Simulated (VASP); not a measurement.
VASP input:

**POSCAR**
```
Ta
1
   -1.6162912954     1.6162912954     1.6162912954
    1.6162912954    -1.6162912954     1.6162912954
    1.6162912954     1.6162912954    -1.6162912954
Ta
1
Direct
  0.0000000000   0.0000000000   0.0000000000
```

KPOINTS:
```
kpoints
0
Gamma
 16 16 16
```

**INCAR**
```
ALGO = Normal   # blocked Davidson
PSTRESS = 50   # kbar
NELM = 100
LCHARG = .False.
ISMEAR = 1   # Methfessel-Paxton
NSW = 40
LWAVE = .False.
LASPH = .True.   # aspherical one-centre terms
EDIFF = 1E-6   # SCF stop (eV)
PREC = Accurate
SYSTEM = Ta
LMAXMIX = 6   # l cut-off of mixed one-centre charges
LREAL = .False.
IBRION = 2   # conjugate gradients
SIGMA = 0.1   # width (eV)
ENCUT = 500
ISIF = 3   # ions, shape and volume
EDIFFG = -0.02
```

POTCAR, in this order: Ta_pv (LDA.64 set). Program: vasp_std.

Task: Translate this LDA calculation to Quantum ESPRESSO's pw.x.

Result: One equivalent input (not run):
```
&CONTROL
  calculation = 'vc-relax'
  pseudo_dir = './pseudo'
  outdir = './out'
  tprnfor = .true.
  tstress = .true.
  nstep = 40
  forc_conv_thr = 0.00078
/
&SYSTEM
  ibrav = 0
  nat = 1
  ntyp = 1
  ecutwfc = 58
  occupations = 'smearing'
  smearing = 'methfessel-paxton'
  degauss = 0.00735
  input_dft = 'pz'
/
&ELECTRONS
  conv_thr = 7.3e-08
  electron_maxstep = 100
/
&IONS
/
&CELL
  press = 50
/
ATOMIC_SPECIES
  Ta 180.948 Ta.upf
CELL_PARAMETERS angstrom
    -1.6162913    1.6162913    1.6162913
     1.6162913   -1.6162913    1.6162913
     1.6162913    1.6162913   -1.6162913
ATOMIC_POSITIONS crystal
  Ta   0.0000000  0.0000000  0.0000000
K_POINTS automatic
  16 16 16 0 0 0
```
What does not carry over: the potentials are each code's own (VASP's PAW set, PseudoDojo norm-conserving files in pw.x), so ENCUT and ecutwfc are chosen apart and not converted; conv_thr bounds pw.x's estimated SCF error, while EDIFF bounds the energy change between steps; forc_conv_thr acts on force components and is met together with etot_conv_thr.

The compound is Ta in the bcc structure. It was relaxed first under an external pressure of 5 GPa.
